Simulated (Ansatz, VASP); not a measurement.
# InAs in two plane-wave programs, part 2 of 3

Aim: how closely do two programs agree when they are given the same cell, functional and k mesh? The cell is taken from a series of runs on this material, whose earlier steps may have relaxed, scaled, displaced or heated it; both programs get it as it stands.

VASP 6.6.1 and Ansatz 0.2.0.

So far: Set-up; Ansatz: zone-centre phonons, LDA.

## 3. VASP: zone-centre phonons, LDA

Level of this step: LDA; plane waves and PAW (As, In_d) (VASP).

The same cell, functional (in two slightly different forms), mesh and smearing now go to VASP, with its own data sets.

Lines of VASP's logs that name or quote its potential files are left out, and so is its time.

File INCAR:

```
SYSTEM = InAs
PREC = Accurate
ENCUT = 500
EDIFF = 1E-08
NELM = 120
ISMEAR = 0
SIGMA = 0.015
LREAL = .FALSE.
ALGO = Normal
GGA = CA
NBANDS = 15
LORBIT = 11
LWAVE = .FALSE.
LCHARG = .FALSE.
ISIF = 2
ISYM = 2
IBRION = 8
LASPH = .TRUE.
GGA_COMPAT = .FALSE.
EFERMI = MIDGAP
KPAR = 2
```

File POSCAR:

```
InAs
1.0
   -0.0005531949      2.9299285730      2.9299285730
    2.9299285730     -0.0005531949      2.9299285730
    2.9299285730      2.9299285730     -0.0005531949
As In
1 1
Direct
    0.7499729673      0.7499729673      0.7499729673
    0.0000270327      0.0000270327      0.0000270327
```

File KPOINTS:

```
Points of the shifted mesh
1728
Reciprocal
 0.0416666667  0.0416666667  0.0416666667 1
 0.0416666667  0.0416666667  0.1250000000 1
 0.0416666667  0.0416666667  0.2083333333 1
 0.0416666667  0.0416666667  0.2916666667 1
 0.0416666667  0.0416666667  0.3750000000 1
 0.0416666667  0.0416666667  0.4583333333 1
 0.0416666667  0.0416666667  0.5416666667 1
 0.0416666667  0.0416666667  0.6250000000 1
 0.0416666667  0.0416666667  0.7083333333 1
 0.0416666667  0.0416666667  0.7916666667 1
 0.0416666667  0.0416666667  0.8750000000 1
 0.0416666667  0.0416666667  0.9583333333 1
 0.0416666667  0.1250000000  0.0416666667 1
 0.0416666667  0.1250000000  0.1250000000 1
 0.0416666667  0.1250000000  0.2083333333 1
 0.0416666667  0.1250000000  0.2916666667 1
 0.0416666667  0.1250000000  0.3750000000 1
 0.0416666667  0.1250000000  0.4583333333 1
 0.0416666667  0.1250000000  0.5416666667 1
 0.0416666667  0.1250000000  0.6250000000 1
 0.0416666667  0.1250000000  0.7083333333 1
 0.0416666667  0.1250000000  0.7916666667 1
 0.0416666667  0.1250000000  0.8750000000 1
 0.0416666667  0.1250000000  0.9583333333 1
 0.0416666667  0.2083333333  0.0416666667 1
 0.0416666667  0.2083333333  0.1250000000 1
 0.0416666667  0.2083333333  0.2083333333 1
 0.0416666667  0.2083333333  0.2916666667 1
 0.0416666667  0.2083333333  0.3750000000 1
 0.0416666667  0.2083333333  0.4583333333 1
 0.0416666667  0.2083333333  0.5416666667 1
 0.0416666667  0.2083333333  0.6250000000 1
 0.0416666667  0.2083333333  0.7083333333 1
 0.0416666667  0.2083333333  0.7916666667 1
 0.0416666667  0.2083333333  0.8750000000 1
 0.0416666667  0.2083333333  0.9583333333 1
 0.0416666667  0.2916666667  0.0416666667 1
 0.0416666667  0.2916666667  0.1250000000 1
 0.0416666667  0.2916666667  0.2083333333 1
 0.0416666667  0.2916666667  0.2916666667 1
 0.0416666667  0.2916666667  0.3750000000 1
 0.0416666667  0.2916666667  0.4583333333 1
 0.0416666667  0.2916666667  0.5416666667 1
 0.0416666667  0.2916666667  0.6250000000 1
 0.0416666667  0.2916666667  0.7083333333 1
 0.0416666667  0.2916666667  0.7916666667 1
 0.0416666667  0.2916666667  0.8750000000 1
 0.0416666667  0.2916666667  0.9583333333 1
 0.0416666667  0.3750000000  0.0416666667 1
 0.0416666667  0.3750000000  0.1250000000 1
 0.0416666667  0.3750000000  0.2083333333 1
 0.0416666667  0.3750000000  0.2916666667 1
 0.0416666667  0.3750000000  0.3750000000 1
 0.0416666667  0.3750000000  0.4583333333 1
 0.0416666667  0.3750000000  0.5416666667 1
 0.0416666667  0.3750000000  0.6250000000 1
 0.0416666667  0.3750000000  0.7083333333 1
 0.0416666667  0.3750000000  0.7916666667 1
 0.0416666667  0.3750000000  0.8750000000 1
 0.0416666667  0.3750000000  0.9583333333 1
 0.0416666667  0.4583333333  0.0416666667 1
 0.0416666667  0.4583333333  0.1250000000 1
 0.0416666667  0.4583333333  0.2083333333 1
 0.0416666667  0.4583333333  0.2916666667 1
 0.0416666667  0.4583333333  0.3750000000 1
 0.0416666667  0.4583333333  0.4583333333 1
 0.0416666667  0.4583333333  0.5416666667 1
 0.0416666667  0.4583333333  0.6250000000 1
 0.0416666667  0.4583333333  0.7083333333 1
 0.0416666667  0.4583333333  0.7916666667 1
 0.0416666667  0.4583333333  0.8750000000 1
 0.0416666667  0.4583333333  0.9583333333 1
 0.0416666667  0.5416666667  0.0416666667 1
 0.0416666667  0.5416666667  0.1250000000 1
 0.0416666667  0.5416666667  0.2083333333 1
 0.0416666667  0.5416666667  0.2916666667 1
 0.0416666667  0.5416666667  0.3750000000 1
 0.0416666667  0.5416666667  0.4583333333 1
 0.0416666667  0.5416666667  0.5416666667 1
 0.0416666667  0.5416666667  0.6250000000 1
 0.0416666667  0.5416666667  0.7083333333 1
 0.0416666667  0.5416666667  0.7916666667 1
 0.0416666667  0.5416666667  0.8750000000 1
 0.0416666667  0.5416666667  0.9583333333 1
 0.0416666667  0.6250000000  0.0416666667 1
 0.0416666667  0.6250000000  0.1250000000 1
 0.0416666667  0.6250000000  0.2083333333 1
 0.0416666667  0.6250000000  0.2916666667 1
 0.0416666667  0.6250000000  0.3750000000 1
 0.0416666667  0.6250000000  0.4583333333 1
 0.0416666667  0.6250000000  0.5416666667 1
 0.0416666667  0.6250000000  0.6250000000 1
 0.0416666667  0.6250000000  0.7083333333 1
 0.0416666667  0.6250000000  0.7916666667 1
 0.0416666667  0.6250000000  0.8750000000 1
 0.0416666667  0.6250000000  0.9583333333 1
 0.0416666667  0.7083333333  0.0416666667 1
 0.0416666667  0.7083333333  0.1250000000 1
 0.0416666667  0.7083333333  0.2083333333 1
 0.0416666667  0.7083333333  0.2916666667 1
 0.0416666667  0.7083333333  0.3750000000 1
 0.0416666667  0.7083333333  0.4583333333 1
 0.0416666667  0.7083333333  0.5416666667 1
 0.0416666667  0.7083333333  0.6250000000 1
 0.0416666667  0.7083333333  0.7083333333 1
 0.0416666667  0.7083333333  0.7916666667 1
 0.0416666667  0.7083333333  0.8750000000 1
 0.0416666667  0.7083333333  0.9583333333 1
 0.0416666667  0.7916666667  0.0416666667 1
 0.0416666667  0.7916666667  0.1250000000 1
 0.0416666667  0.7916666667  0.2083333333 1
 0.0416666667  0.7916666667  0.2916666667 1
[... 1390 lines left out ...]
 0.8750000000  0.4583333333  0.1250000000 1
 0.8750000000  0.4583333333  0.2083333333 1
 0.8750000000  0.4583333333  0.2916666667 1
 0.8750000000  0.4583333333  0.3750000000 1
 0.8750000000  0.4583333333  0.4583333333 1
 0.8750000000  0.4583333333  0.5416666667 1
 0.8750000000  0.4583333333  0.6250000000 1
 0.8750000000  0.4583333333  0.7083333333 1
 0.8750000000  0.4583333333  0.7916666667 1
 0.8750000000  0.4583333333  0.8750000000 1
 0.8750000000  0.4583333333  0.9583333333 1
 0.8750000000  0.5416666667  0.0416666667 1
 0.8750000000  0.5416666667  0.1250000000 1
 0.8750000000  0.5416666667  0.2083333333 1
 0.8750000000  0.5416666667  0.2916666667 1
 0.8750000000  0.5416666667  0.3750000000 1
 0.8750000000  0.5416666667  0.4583333333 1
 0.8750000000  0.5416666667  0.5416666667 1
 0.8750000000  0.5416666667  0.6250000000 1
 0.8750000000  0.5416666667  0.7083333333 1
 0.8750000000  0.5416666667  0.7916666667 1
 0.8750000000  0.5416666667  0.8750000000 1
 0.8750000000  0.5416666667  0.9583333333 1
 0.8750000000  0.6250000000  0.0416666667 1
 0.8750000000  0.6250000000  0.1250000000 1
 0.8750000000  0.6250000000  0.2083333333 1
 0.8750000000  0.6250000000  0.2916666667 1
 0.8750000000  0.6250000000  0.3750000000 1
 0.8750000000  0.6250000000  0.4583333333 1
 0.8750000000  0.6250000000  0.5416666667 1
 0.8750000000  0.6250000000  0.6250000000 1
 0.8750000000  0.6250000000  0.7083333333 1
 0.8750000000  0.6250000000  0.7916666667 1
 0.8750000000  0.6250000000  0.8750000000 1
 0.8750000000  0.6250000000  0.9583333333 1
 0.8750000000  0.7083333333  0.0416666667 1
 0.8750000000  0.7083333333  0.1250000000 1
 0.8750000000  0.7083333333  0.2083333333 1
 0.8750000000  0.7083333333  0.2916666667 1
 0.8750000000  0.7083333333  0.3750000000 1
 0.8750000000  0.7083333333  0.4583333333 1
 0.8750000000  0.7083333333  0.5416666667 1
 0.8750000000  0.7083333333  0.6250000000 1
 0.8750000000  0.7083333333  0.7083333333 1
 0.8750000000  0.7083333333  0.7916666667 1
 0.8750000000  0.7083333333  0.8750000000 1
 0.8750000000  0.7083333333  0.9583333333 1
 0.8750000000  0.7916666667  0.0416666667 1
 0.8750000000  0.7916666667  0.1250000000 1
 0.8750000000  0.7916666667  0.2083333333 1
 0.8750000000  0.7916666667  0.2916666667 1
 0.8750000000  0.7916666667  0.3750000000 1
 0.8750000000  0.7916666667  0.4583333333 1
 0.8750000000  0.7916666667  0.5416666667 1
 0.8750000000  0.7916666667  0.6250000000 1
 0.8750000000  0.7916666667  0.7083333333 1
 0.8750000000  0.7916666667  0.7916666667 1
 0.8750000000  0.7916666667  0.8750000000 1
 0.8750000000  0.7916666667  0.9583333333 1
 0.8750000000  0.8750000000  0.0416666667 1
 0.8750000000  0.8750000000  0.1250000000 1
 0.8750000000  0.8750000000  0.2083333333 1
 0.8750000000  0.8750000000  0.2916666667 1
 0.8750000000  0.8750000000  0.3750000000 1
 0.8750000000  0.8750000000  0.4583333333 1
 0.8750000000  0.8750000000  0.5416666667 1
 0.8750000000  0.8750000000  0.6250000000 1
 0.8750000000  0.8750000000  0.7083333333 1
 0.8750000000  0.8750000000  0.7916666667 1
 0.8750000000  0.8750000000  0.8750000000 1
 0.8750000000  0.8750000000  0.9583333333 1
 0.8750000000  0.9583333333  0.0416666667 1
 0.8750000000  0.9583333333  0.1250000000 1
 0.8750000000  0.9583333333  0.2083333333 1
 0.8750000000  0.9583333333  0.2916666667 1
 0.8750000000  0.9583333333  0.3750000000 1
 0.8750000000  0.9583333333  0.4583333333 1
 0.8750000000  0.9583333333  0.5416666667 1
 0.8750000000  0.9583333333  0.6250000000 1
 0.8750000000  0.9583333333  0.7083333333 1
 0.8750000000  0.9583333333  0.7916666667 1
 0.8750000000  0.9583333333  0.8750000000 1
 0.8750000000  0.9583333333  0.9583333333 1
 0.9583333333  0.0416666667  0.0416666667 1
 0.9583333333  0.0416666667  0.1250000000 1
 0.9583333333  0.0416666667  0.2083333333 1
 0.9583333333  0.0416666667  0.2916666667 1
 0.9583333333  0.0416666667  0.3750000000 1
 0.9583333333  0.0416666667  0.4583333333 1
 0.9583333333  0.0416666667  0.5416666667 1
 0.9583333333  0.0416666667  0.6250000000 1
 0.9583333333  0.0416666667  0.7083333333 1
 0.9583333333  0.0416666667  0.7916666667 1
 0.9583333333  0.0416666667  0.8750000000 1
 0.9583333333  0.0416666667  0.9583333333 1
 0.9583333333  0.1250000000  0.0416666667 1
 0.9583333333  0.1250000000  0.1250000000 1
 0.9583333333  0.1250000000  0.2083333333 1
 0.9583333333  0.1250000000  0.2916666667 1
 0.9583333333  0.1250000000  0.3750000000 1
 0.9583333333  0.1250000000  0.4583333333 1
 0.9583333333  0.1250000000  0.5416666667 1
 0.9583333333  0.1250000000  0.6250000000 1
 0.9583333333  0.1250000000  0.7083333333 1
 0.9583333333  0.1250000000  0.7916666667 1
 0.9583333333  0.1250000000  0.8750000000 1
 0.9583333333  0.1250000000  0.9583333333 1
 0.9583333333  0.2083333333  0.0416666667 1
 0.9583333333  0.2083333333  0.1250000000 1
 0.9583333333  0.2083333333  0.2083333333 1
 0.9583333333  0.2083333333  0.2916666667 1
 0.9583333333  0.2083333333  0.3750000000 1
 0.9583333333  0.2083333333  0.4583333333 1
 0.9583333333  0.2083333333  0.5416666667 1
 0.9583333333  0.2083333333  0.6250000000 1
 0.9583333333  0.2083333333  0.7083333333 1
 0.9583333333  0.2083333333  0.7916666667 1
 0.9583333333  0.2083333333  0.8750000000 1
 0.9583333333  0.2083333333  0.9583333333 1
 0.9583333333  0.2916666667  0.0416666667 1
 0.9583333333  0.2916666667  0.1250000000 1
 0.9583333333  0.2916666667  0.2083333333 1
 0.9583333333  0.2916666667  0.2916666667 1
 0.9583333333  0.2916666667  0.3750000000 1
 0.9583333333  0.2916666667  0.4583333333 1
 0.9583333333  0.2916666667  0.5416666667 1
 0.9583333333  0.2916666667  0.6250000000 1
 0.9583333333  0.2916666667  0.7083333333 1
 0.9583333333  0.2916666667  0.7916666667 1
 0.9583333333  0.2916666667  0.8750000000 1
 0.9583333333  0.2916666667  0.9583333333 1
 0.9583333333  0.3750000000  0.0416666667 1
 0.9583333333  0.3750000000  0.1250000000 1
 0.9583333333  0.3750000000  0.2083333333 1
 0.9583333333  0.3750000000  0.2916666667 1
 0.9583333333  0.3750000000  0.3750000000 1
 0.9583333333  0.3750000000  0.4583333333 1
 0.9583333333  0.3750000000  0.5416666667 1
 0.9583333333  0.3750000000  0.6250000000 1
 0.9583333333  0.3750000000  0.7083333333 1
 0.9583333333  0.3750000000  0.7916666667 1
 0.9583333333  0.3750000000  0.8750000000 1
 0.9583333333  0.3750000000  0.9583333333 1
 0.9583333333  0.4583333333  0.0416666667 1
 0.9583333333  0.4583333333  0.1250000000 1
 0.9583333333  0.4583333333  0.2083333333 1
 0.9583333333  0.4583333333  0.2916666667 1
 0.9583333333  0.4583333333  0.3750000000 1
 0.9583333333  0.4583333333  0.4583333333 1
 0.9583333333  0.4583333333  0.5416666667 1
 0.9583333333  0.4583333333  0.6250000000 1
 0.9583333333  0.4583333333  0.7083333333 1
 0.9583333333  0.4583333333  0.7916666667 1
 0.9583333333  0.4583333333  0.8750000000 1
 0.9583333333  0.4583333333  0.9583333333 1
 0.9583333333  0.5416666667  0.0416666667 1
 0.9583333333  0.5416666667  0.1250000000 1
 0.9583333333  0.5416666667  0.2083333333 1
 0.9583333333  0.5416666667  0.2916666667 1
 0.9583333333  0.5416666667  0.3750000000 1
 0.9583333333  0.5416666667  0.4583333333 1
 0.9583333333  0.5416666667  0.5416666667 1
 0.9583333333  0.5416666667  0.6250000000 1
 0.9583333333  0.5416666667  0.7083333333 1
 0.9583333333  0.5416666667  0.7916666667 1
 0.9583333333  0.5416666667  0.8750000000 1
 0.9583333333  0.5416666667  0.9583333333 1
 0.9583333333  0.6250000000  0.0416666667 1
 0.9583333333  0.6250000000  0.1250000000 1
 0.9583333333  0.6250000000  0.2083333333 1
 0.9583333333  0.6250000000  0.2916666667 1
 0.9583333333  0.6250000000  0.3750000000 1
 0.9583333333  0.6250000000  0.4583333333 1
 0.9583333333  0.6250000000  0.5416666667 1
 0.9583333333  0.6250000000  0.6250000000 1
 0.9583333333  0.6250000000  0.7083333333 1
 0.9583333333  0.6250000000  0.7916666667 1
 0.9583333333  0.6250000000  0.8750000000 1
 0.9583333333  0.6250000000  0.9583333333 1
 0.9583333333  0.7083333333  0.0416666667 1
 0.9583333333  0.7083333333  0.1250000000 1
 0.9583333333  0.7083333333  0.2083333333 1
 0.9583333333  0.7083333333  0.2916666667 1
 0.9583333333  0.7083333333  0.3750000000 1
 0.9583333333  0.7083333333  0.4583333333 1
 0.9583333333  0.7083333333  0.5416666667 1
 0.9583333333  0.7083333333  0.6250000000 1
 0.9583333333  0.7083333333  0.7083333333 1
 0.9583333333  0.7083333333  0.7916666667 1
 0.9583333333  0.7083333333  0.8750000000 1
 0.9583333333  0.7083333333  0.9583333333 1
 0.9583333333  0.7916666667  0.0416666667 1
 0.9583333333  0.7916666667  0.1250000000 1
 0.9583333333  0.7916666667  0.2083333333 1
 0.9583333333  0.7916666667  0.2916666667 1
 0.9583333333  0.7916666667  0.3750000000 1
 0.9583333333  0.7916666667  0.4583333333 1
 0.9583333333  0.7916666667  0.5416666667 1
 0.9583333333  0.7916666667  0.6250000000 1
 0.9583333333  0.7916666667  0.7083333333 1
 0.9583333333  0.7916666667  0.7916666667 1
 0.9583333333  0.7916666667  0.8750000000 1
 0.9583333333  0.7916666667  0.9583333333 1
 0.9583333333  0.8750000000  0.0416666667 1
 0.9583333333  0.8750000000  0.1250000000 1
 0.9583333333  0.8750000000  0.2083333333 1
 0.9583333333  0.8750000000  0.2916666667 1
 0.9583333333  0.8750000000  0.3750000000 1
 0.9583333333  0.8750000000  0.4583333333 1
 0.9583333333  0.8750000000  0.5416666667 1
 0.9583333333  0.8750000000  0.6250000000 1
 0.9583333333  0.8750000000  0.7083333333 1
 0.9583333333  0.8750000000  0.7916666667 1
 0.9583333333  0.8750000000  0.8750000000 1
 0.9583333333  0.8750000000  0.9583333333 1
 0.9583333333  0.9583333333  0.0416666667 1
 0.9583333333  0.9583333333  0.1250000000 1
 0.9583333333  0.9583333333  0.2083333333 1
 0.9583333333  0.9583333333  0.2916666667 1
 0.9583333333  0.9583333333  0.3750000000 1
 0.9583333333  0.9583333333  0.4583333333 1
 0.9583333333  0.9583333333  0.5416666667 1
 0.9583333333  0.9583333333  0.6250000000 1
 0.9583333333  0.9583333333  0.7083333333 1
 0.9583333333  0.9583333333  0.7916666667 1
 0.9583333333  0.9583333333  0.8750000000 1
 0.9583333333  0.9583333333  0.9583333333 1
```

PAW data sets: As and In_d (LDA family, release 64).

The run is started by

```sh
mpirun -np 2 vasp_std
```

Output:

```text
[banner, memory and clock lines left out]
running    2 mpi-ranks, on    1 nodes
 distrk:  each k-point on    1 cores,    2 groups
 distr:  one band on    1 cores,    1 groups

 POSCAR found type information on POSCAR AsIn
 POSCAR found :  2 types and       2 ions
 LDA part: xc-table for (Slater(with rela. corr.)+CA(PZ))
 , standard interpolation
 POSCAR, INCAR and KPOINTS ok, starting setup
 FFT: planning ... GRIDC
 FFT: planning ... GRID_SOFT
 FFT: planning ... GRID
 WAVECAR not read
 entering main loop
       N       E                     dE             d eps       ncg     rms          rms(c)
DAV:   1     0.113049714519E+03    0.11305E+03   -0.82971E+03 52205   0.130E+03
DAV:   2    -0.154589801953E+01   -0.11460E+03   -0.11018E+03 56257   0.308E+02
DAV:   3    -0.910475732376E+01   -0.75589E+01   -0.75176E+01 66379   0.799E+01
DAV:   4    -0.929477990918E+01   -0.19002E+00   -0.18997E+00 63247   0.139E+01
DAV:   5    -0.930337031011E+01   -0.85904E-02   -0.85902E-02 77949   0.257E+00    0.552E+00
DAV:   6    -0.899888980876E+01    0.30448E+00   -0.39517E-01 82138   0.123E+01    0.304E+00
DAV:   7    -0.894998151526E+01    0.48908E-01   -0.13662E-01 71814   0.381E+00    0.698E-01
DAV:   8    -0.894665721024E+01    0.33243E-02   -0.15338E-02 68287   0.155E+00    0.308E-01
DAV:   9    -0.894649745167E+01    0.15976E-03   -0.94214E-04 66355   0.251E-01    0.202E-01
DAV:  10    -0.894650464786E+01   -0.71962E-05   -0.17045E-04 75236   0.264E-01    0.786E-02
DAV:  11    -0.894650287711E+01    0.17708E-05   -0.56151E-05 81648   0.152E-01    0.353E-02
DAV:  12    -0.894650062864E+01    0.22485E-05   -0.65465E-06 73057   0.351E-02    0.741E-03
DAV:  13    -0.894650070665E+01   -0.78004E-07   -0.82431E-07 65793   0.664E-03    0.126E-03
DAV:  14    -0.894650069577E+01    0.10877E-07   -0.43620E-08 71687   0.324E-03    0.490E-04
DAV:  15    -0.894650069554E+01    0.23647E-09   -0.30201E-09 37603   0.683E-04
   1 F= -.89465007E+01 E0= -.89465007E+01  d E =0.000000E+00
 Linear response reoptimize wavefunctions to high precision
DAV:   1    -0.894650069560E+01   -0.62300E-10   -0.93715E-10 43105   0.438E-04
 Linear response DOF=           2
 Linear response progress:
  Degree of freedom:   1/  2
       N       E                     dE             d eps       ncg     rms          rms(c)
RMM:   1    -0.477429487122E-01   -0.47743E-01    0.62611E-02110436   0.172E+00
RMM:   2    -0.453124139158E-01    0.24305E-02    0.16166E-03 81625   0.648E-01    0.121E-01
RMM:   3    -0.460868913317E-01   -0.77448E-03   -0.21779E-03 94584   0.273E-01    0.520E-02
RMM:   4    -0.462797343001E-01   -0.19284E-03   -0.16693E-04 96566   0.901E-02    0.111E-02
RMM:   5    -0.463137897119E-01   -0.34055E-04   -0.22065E-05101678   0.345E-02    0.539E-03
RMM:   6    -0.462964723562E-01    0.17317E-04   -0.25263E-06 98694   0.968E-03    0.160E-03
RMM:   7    -0.462963932607E-01    0.79095E-07   -0.27483E-07107680   0.302E-03    0.134E-03
RMM:   8    -0.462965081827E-01   -0.11492E-06   -0.59175E-08104227   0.118E-03    0.932E-04
RMM:   9    -0.462969503099E-01   -0.44213E-06   -0.19086E-08 95777   0.511E-04    0.103E-04
RMM:  10    -0.462971030357E-01   -0.15273E-06    0.30138E-09105633   0.205E-04    0.103E-04
RMM:  11    -0.462970953345E-01    0.77011E-08   -0.40867E-08111530   0.834E-05    0.454E-05
 first order change of Fermi-energy  -0.50389E+00
 force on displaced ion       1 direction 1 :  -9.683   0.001   0.001
 Linear response progress:
  Degree of freedom:   2/  2
       N       E                     dE             d eps       ncg     rms          rms(c)
RMM:   1    -0.234680873904E+00   -0.23468E+00   -0.57381E-02 70016   0.511E+00
RMM:   2    -0.237324978625E+00   -0.26441E-02   -0.15706E-02 88306   0.112E+00    0.842E-02
RMM:   3    -0.237357991492E+00   -0.33013E-04   -0.18021E-03 95455   0.350E-01    0.432E-02
RMM:   4    -0.237215419523E+00    0.14257E-03   -0.16159E-04 97650   0.116E-01    0.211E-02
RMM:   5    -0.237199050838E+00    0.16369E-04   -0.28331E-05102844   0.428E-02    0.732E-03
RMM:   6    -0.237207434618E+00   -0.83838E-05   -0.18082E-06103687   0.146E-02    0.194E-03
RMM:   7    -0.237216843729E+00   -0.94091E-05    0.91690E-07101026   0.444E-03    0.743E-04
RMM:   8    -0.237215582929E+00    0.12608E-05    0.19723E-07103483   0.189E-03    0.426E-04
RMM:   9    -0.237214064414E+00    0.15185E-05    0.39690E-07105485   0.873E-04    0.678E-05
RMM:  10    -0.237214036551E+00    0.27863E-07   -0.16243E-08109369   0.384E-04    0.625E-05
RMM:  11    -0.237213926261E+00    0.11029E-06    0.40238E-07108755   0.199E-04    0.283E-05
RMM:  12    -0.237214100699E+00   -0.17444E-06   -0.62869E-08100740   0.130E-04    0.451E-05
RMM:  13    -0.237214086909E+00    0.13789E-07    0.45720E-08116585   0.877E-05    0.484E-05
RMM:  14    -0.237214089358E+00   -0.24487E-08    0.30565E-08122597   0.657E-05    0.440E-05
 first order change of Fermi-energy   0.50388E+00
 force on displaced ion       2 direction 1 :  -9.728   0.001   0.001
 Linear response finished
```

(Continued in part 3 of 3.)

[Lines on the potential files, build, host, timing and source positions are cut from VASP's logs without a mark.]

[Logs are printed without paths, hosts, clocks, repeated set-up lines and the standing remarks that a program may print on its own settings, such as how far it seeks lower states.]

[Hosts, paths, dates, database ids (printed as entryN), source tags and the programs' standing remarks are cut or masked in the printed files.]
